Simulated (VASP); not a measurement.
Consider the following.

```
CELL_PARAMETERS angstrom
      0.00000     2.29710     2.29710
      2.29710     0.00000     2.29710
      2.29710     2.29710     0.00000
ATOMIC_POSITIONS crystal
  Ga 0.00000 0.00000 0.00000
  N  0.25000 0.25000 0.25000
```

The numbers are results of PW91 GGA, VASP's PBE PAW potentials (set 64) (plane waves; VASP), not measurements. Settings: 520 eV cut-off, 10×10×10 Γ-centred mesh, Gaussian smearing of 0.050 eV, potentials Ga_d N.

Give the stress tensor in GPa (positive for a compressed cell).

```
-4.84   0.00   0.00
 0.00  -4.84   0.00
 0.00   0.00  -4.84
```
The pressure is its mean diagonal, -4.84 GPa.

The compound is GaN in the zinc blende structure, a metastable form; wurtzite is the usual one. This cell is one point of a volume scan, at 1.03 of the reference volume.
